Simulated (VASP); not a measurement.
Method: r2SCAN meta-GGA, VASP's PBE PAW potentials (set 64) (plane waves; VASP).

The input files of a VASP run:

**POSCAR**
```
In
1.0
 -1.6184183900   1.6184183900   2.5045739844
  1.6184183900  -1.6184183900   2.5045739844
  1.6184183900   1.6184183900  -2.5045739844
In
1
Cartesian
  3.2368367800   0.0000000000   0.0000000000
```

**INCAR**
```
# general
SYSTEM  = In
PREC    = Accurate
ENCUT   = 400
LREAL   = .False.
LASPH   = .True.   # aspherical one-centre terms

# electronic loop
EDIFF   = 1E-8
NELM    = 100   # most electronic steps
ALGO    = Normal   # blocked Davidson
LMAXMIX = 4   # l cut-off of mixed one-centre charges
LMIXTAU = .True.

# smearing
ISMEAR  = 1   # Methfessel-Paxton
SIGMA   = 0.1   # width (eV)

# functional
METAGGA = R2SCAN

# ions
IBRION  = 1   # quasi-Newton
NSW     = 30   # most ionic steps
ISIF    = 2   # forces and stress, cell fixed
EDIFFG  = -0.001   # ionic stop

# output
LWAVE   = .False.
LCHARG  = .False.
```

KPOINTS:
```
Regular mesh
0
gamma
  14 14 14
0 0 0
```

POTCAR, in this order: In_d (PBE.64 set). Program: vasp_std.

What VASP printed:

File OSZICAR:
```
       N       E                     dE             d eps       ncg     rms          rms(c)
DAV:   1     0.446935656103E+02    0.44694E+02   -0.57746E+03  4910   0.141E+03
DAV:   2    -0.224221496249E+02   -0.67116E+02   -0.66265E+02  4966   0.272E+02
DAV:   3    -0.250050907121E+02   -0.25829E+01   -0.25749E+01  5608   0.637E+01
DAV:   4    -0.250697408947E+02   -0.64650E-01   -0.64632E-01  6504   0.987E+00
DAV:   5    -0.250724748853E+02   -0.27340E-02   -0.27339E-02  6200   0.156E+00    0.361E+00
DAV:   6    -0.224350148932E+02    0.26375E+01   -0.15992E+00  5446   0.318E+01    0.142E+00
DAV:   7    -0.225516910355E+02   -0.11668E+00   -0.18218E-01  5062   0.912E+00    0.122E+00
DAV:   8    -0.225318997445E+02    0.19791E-01   -0.10489E-01  4948   0.325E+00    0.253E-01
DAV:   9    -0.225745676750E+02   -0.42668E-01   -0.37654E-02  4912   0.194E+00    0.200E-01
DAV:  10    -0.225708326679E+02    0.37350E-02   -0.23196E-03  5480   0.732E-01    0.128E-01
DAV:  11    -0.225747449691E+02   -0.39123E-02   -0.38621E-03  5042   0.102E+00    0.228E-01
DAV:  12    -0.225754297939E+02   -0.68482E-03   -0.11076E-03  5434   0.656E-01    0.231E-02
DAV:  13    -0.225756468006E+02   -0.21701E-03   -0.19929E-04  5126   0.201E-01    0.290E-02
DAV:  14    -0.225756520023E+02   -0.52017E-05   -0.15265E-05  6216   0.458E-02    0.488E-02
DAV:  15    -0.225756478997E+02    0.41026E-05   -0.55812E-06  5110   0.315E-02    0.407E-02
DAV:  16    -0.225756627018E+02   -0.14802E-04   -0.82947E-06  5008   0.341E-02    0.996E-03
DAV:  17    -0.225756620846E+02    0.61719E-06   -0.74307E-07  5312   0.103E-02    0.600E-03
DAV:  18    -0.225756625582E+02   -0.47362E-06   -0.10619E-07  5092   0.495E-03    0.812E-03
DAV:  19    -0.225756626027E+02   -0.44432E-07   -0.40541E-08  5366   0.225E-03    0.900E-03
DAV:  20    -0.225756626604E+02   -0.57710E-07   -0.85384E-08  5442   0.603E-03    0.411E-03
DAV:  21    -0.225756626391E+02    0.21304E-07   -0.97683E-09  3028   0.203E-03    0.240E-03
DAV:  22    -0.225756626244E+02    0.14637E-07   -0.76930E-09  2964   0.181E-03    0.816E-04
DAV:  23    -0.225756626267E+02   -0.22173E-08   -0.36610E-09  2662   0.571E-04
   1 F= -.22575663E+02 E0= -.22575651E+02  d E =-.225757E+02
```

### OUTCAR
```
------------------------ aborting loop because EDIFF is reached ----------------------------------------
  FORCE on cell =-STRESS in cart. coord.  units (eV):
  Direction    XX          YY          ZZ          XY          YZ          ZX
  --------------------------------------------------------------------------------------
  Total        0.0039002      0.0039002     -0.0003823      0.0000000     -0.0000000      0.0000000
  in kB        0.2381365      0.2381365     -0.0233431      0.0000000     -0.0000000      0.0000000
  external PRESSURE =       0.1509766 kB  Pullay stress =       0.0000000 kB
  volume of cell :       26.24
      direct lattice vectors                 reciprocal lattice vectors
    -1.618418390  1.618418390  2.504573984     0.000000000  0.308943598  0.199634750
     1.618418390 -1.618418390  2.504573984     0.308943598  0.000000000  0.199634750
     1.618418390  1.618418390 -2.504573984     0.308943598  0.308943598  0.000000000
 POSITION                                       TOTAL-FORCE (eV/Angst)
 -----------------------------------------------------------------------------------
      0.00000      0.00000      0.00000        -0.000000      0.000000      0.000000
 -----------------------------------------------------------------------------------
    total drift:                                0.000000      0.000000     -0.000000
  FREE ENERGIE OF THE ION-ELECTRON SYSTEM (eV)
  ---------------------------------------------------
  free  energy   TOTEN  =       -22.5756626267 eV

  energy  without entropy=      -22.5756277387  energy(sigma->0) =      -22.57565100

 reached required accuracy - stopping structural energy minimisation
```
(Selected blocks of OUTCAR.)

The compound is In in the bct structure. It was relaxed first. The start is the result of an earlier pass.
